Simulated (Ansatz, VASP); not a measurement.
**Pt3Rh: VASP beside Ansatz**

```
Rh Pt
1.0
     3.85891    0.00000    0.00000
     0.00000    3.85891    0.00000
     0.00000    0.00000    3.85891
Rh Pt
1 3
Direct
  0.50000 0.50000 0.50000
  0.50000 0.00000 0.00000
  0.00000 0.50000 0.00000
  0.00000 0.00000 0.50000
```

Alike in both runs: functional LDA; k mesh 12 × 12 × 12; occupations gaussian, width 0.1 eV; no spin polarisation.

Ansatz relaxed the structure, and its values are those at the end. VASP's run is a single point on that final structure, the one shown.

|  | VASP | Ansatz |
| --- | --- | --- |
| version | VASP 6.6.1 | Ansatz 0.2.0 |
| potentials or method | VASP PAW LDA potentials, release 64 (Rh_pv, Pt) | scalar-relativistic, plane waves, PAW |
| plane-wave cutoff (eV) | 520 | 420 |
| valence electrons in the cell | 45 | 71 |

Ansatz gave:

| Quantity | Value |
| --- | --- |
| gap on the k mesh at the Fermi level (eV) | none |
| pressure (GPa) | 0.0 |

Q: Which values does VASP return?

A: gap on the k mesh at the Fermi level (eV): none; pressure (GPa): 0.8.

A gap of «none» marks a metal or a gap that the smearing closes. The two sets of potentials don't hold the same shells in valence.

The runs have no spin-orbit coupling, so splittings on Pt are missing.
